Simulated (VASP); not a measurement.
Level of theory: rev-vdW-DF2, VASP's PBE PAW potentials (set 64) (plane waves; VASP 6.6.1).

VASP ran on this input.

### KPOINTS
```
K-points
0
G
9 9 9
```

### POSCAR
```
CaO
1
    0.0000000000     2.4476793895     2.4476793895
    2.4476793895     0.0000000000     2.4476793895
    2.4476793895     2.4476793895     0.0000000000
Ca O
1 1
Direct
  0.0000000000   0.0000000000   0.0000000000
  0.5000000000   0.5000000000   0.5000000000
```

INCAR:
```
EDIFF = 1E-7   ! SCF stop (eV)
ISMEAR = 0   ! Gaussian
ENCUT = 520   ! plane-wave cut-off (eV)
PARAM2 = 0.7114
LCHARG = .FALSE.
LUSE_VDW = .TRUE.
LWAVE = .FALSE.
LREAL = .FALSE.
PARAM1 = 0.1234568
SYSTEM = CaO
SIGMA = 0.05   ! width (eV)
GGA = MK
ALGO = Normal
NELM = 100
ZAB_VDW = -1.8867
LASPH = .TRUE.
ISIF = 2
PREC = Accurate
AGGAC = 0.0
```

POTCAR, in this order: Ca_sv O (PBE.64 set). Program: vasp_std.

Output of the run:

**OUTCAR**
```
 ion  position               nearest neighbor table
   1  0.000  0.000  0.000-   2 2.45   2 2.45   2 2.45   2 2.45   2 2.45   2 2.45
   2  0.500  0.500  0.500-   1 2.45   1 2.45   1 2.45   1 2.45   1 2.45   1 2.45
  LATTYP: Found a face centered cubic cell.
 ALAT       =     4.8953587790
 Subroutine PRICEL returns:
 Original cell was already a primitive cell.
 Subroutine GETGRP returns: Found 48 space group operations
The static configuration has the point symmetry O_h .
The dynamic configuration has the point symmetry O_h .
 Subroutine INISYM returns: Found 48 space group operations
 Subroutine IBZKPT returns following result:
 Found     35 irreducible k-points:

 Following reciprocal coordinates:
            Coordinates               Weight
  0.000000  0.000000  0.000000      1.000000
  0.111111  0.000000  0.000000      8.000000
  0.222222  0.000000  0.000000      8.000000
  0.333333  0.000000  0.000000      8.000000
  0.444444  0.000000  0.000000      8.000000
  0.111111  0.111111  0.000000      6.000000
  0.222222  0.111111  0.000000     24.000000
  0.333333  0.111111  0.000000     24.000000
  0.444444  0.111111  0.000000     24.000000
 -0.444444  0.111111  0.000000     24.000000
 -0.333333  0.111111  0.000000     24.000000
 -0.222222  0.111111  0.000000     24.000000
 -0.111111  0.111111  0.000000     12.000000
  0.222222  0.222222  0.000000      6.000000
  0.333333  0.222222  0.000000     24.000000
  0.444444  0.222222  0.000000     24.000000
 -0.444444  0.222222  0.000000     24.000000
 -0.333333  0.222222  0.000000     24.000000
 -0.222222  0.222222  0.000000     12.000000
  0.333333  0.333333  0.000000      6.000000
  0.444444  0.333333  0.000000     24.000000
 -0.444444  0.333333  0.000000     24.000000
 -0.333333  0.333333  0.000000     12.000000
  0.444444  0.444444  0.000000      6.000000
...
```

OSZICAR:
```
       N       E                     dE             d eps       ncg     rms          rms(c)
DAV:   1     0.131329179864E+03    0.13133E+03   -0.86178E+03   840   0.135E+03
DAV:   2    -0.470641909009E+01   -0.13604E+03   -0.12921E+03   996   0.335E+02
DAV:   3    -0.111111146126E+02   -0.64047E+01   -0.63392E+01  1072   0.746E+01
DAV:   4    -0.113291138819E+02   -0.21800E+00   -0.21777E+00  1240   0.121E+01
DAV:   5    -0.113308419353E+02   -0.17281E-02   -0.17280E-02  1032   0.127E+00    0.860E+00
DAV:   6    -0.965562692086E+01    0.16752E+01   -0.92345E+00   972   0.275E+01    0.382E+00
DAV:   7    -0.959581247934E+01    0.59814E-01   -0.79453E-01  1156   0.848E+00    0.175E+00
DAV:   8    -0.958818789927E+01    0.76246E-02   -0.88835E-02   884   0.324E+00    0.436E-01
DAV:   9    -0.958570119432E+01    0.24867E-02   -0.25075E-02  1072   0.121E+00    0.138E-01
DAV:  10    -0.958605540671E+01   -0.35421E-03   -0.22622E-03   880   0.485E-01    0.304E-02
DAV:  11    -0.958607300907E+01   -0.17602E-04   -0.34050E-04  1128   0.153E-01    0.261E-02
DAV:  12    -0.958606327426E+01    0.97348E-05   -0.50701E-05  1000   0.743E-02    0.352E-03
DAV:  13    -0.958606295443E+01    0.31983E-06   -0.29423E-06  1104   0.165E-02    0.709E-04
DAV:  14    -0.958606277387E+01    0.18056E-06   -0.14751E-07   852   0.454E-03    0.147E-04
DAV:  15    -0.958606278101E+01   -0.71370E-08   -0.12957E-08   512   0.150E-03
   1 F= -.95860628E+01 E0= -.95860628E+01  d E =-.905897E-17
```

OUTCAR:
```
------------------------ aborting loop because EDIFF is reached ----------------------------------------
  FORCE on cell =-STRESS in cart. coord.  units (eV):
  Direction    XX          YY          ZZ          XY          YZ          ZX
  --------------------------------------------------------------------------------------
  Total       -1.0585764     -1.0585764     -1.0585764     -0.0000000      0.0000000     -0.0000000
  in kB      -57.8281353    -57.8281353    -57.8281353     -0.0000000      0.0000000     -0.0000000
  external PRESSURE =     -57.8281353 kB  Pullay stress =       0.0000000 kB
  volume of cell :       29.33
      direct lattice vectors                 reciprocal lattice vectors
     0.000000000  2.447679390  2.447679390    -0.204275120  0.204275120  0.204275120
     2.447679390  0.000000000  2.447679390     0.204275120 -0.204275120  0.204275120
     2.447679390  2.447679390  0.000000000     0.204275120  0.204275120 -0.204275120
  FREE ENERGIE OF THE ION-ELECTRON SYSTEM (eV)
  ---------------------------------------------------
  free  energy   TOTEN  =        -9.5860627810 eV

  energy  without entropy=       -9.5860627810  energy(sigma->0) =       -9.58606278
```
(Selected blocks of OUTCAR.)

**OUTCAR**
```
 val. band max:        1.8981518048   @ k =   0.0000   0.0000   0.0000

 cond. band min:       5.5721148234   @ k =   0.4444   0.4444   0.0000


 Fermi energy:         2.1728402858

 k-point     1 :       0.0000    0.0000    0.0000
  band No.  band energies     occupation
      1     -35.8276      2.00000
      2     -16.7100      2.00000
      3     -16.7100      2.00000
      4     -16.7100      2.00000
      5     -13.4174      2.00000
      6       1.8982      2.00000
      7       1.8982      2.00000
      8       1.8982      2.00000
      9       6.2018      0.00000
     10       7.9469      0.00000
     11       7.9469      0.00000
     12       7.9469      0.00000

 k-point     2 :       0.1111    0.0000    0.0000
  band No.  band energies     occupation
      1     -35.8182      2.00000
      2     -16.8388      2.00000
      3     -16.7156      2.00000
      4     -16.7156      2.00000
      5     -13.2791      2.00000
      6       1.4760      2.00000
      7       1.7443      2.00000
      8       1.7443      2.00000
      9       6.7453      0.00000
     10       7.9119      0.00000
     11       8.1434      0.00000
     12       8.1434      0.00000

 k-point     3 :       0.2222    0.0000    0.0000
  band No.  band energies     occupation
      1     -35.7941      2.00000
      2     -17.1281      2.00000
      3     -16.7297      2.00000
      4     -16.7297      2.00000
      5     -12.9624      2.00000
      6       0.6364      2.00000
      7       1.3907      2.00000
      8       1.3907      2.00000
      9       7.8309      0.00000
     10       8.0582      0.00000
     11       8.6737      0.00000
     12       8.6737      0.00000

 k-point     4 :       0.3333    0.0000    0.0000
  band No.  band energies     occupation
      1     -35.7665      2.00000
      2     -17.4133      2.00000
      3     -16.7456      2.00000
      4     -16.7456      2.00000
      5     -12.6436      2.00000
      6      -0.1246      2.00000
...
```

The compound is CaO in the rock salt structure. This cell is one point of a volume scan, at 1.06 of the reference volume.
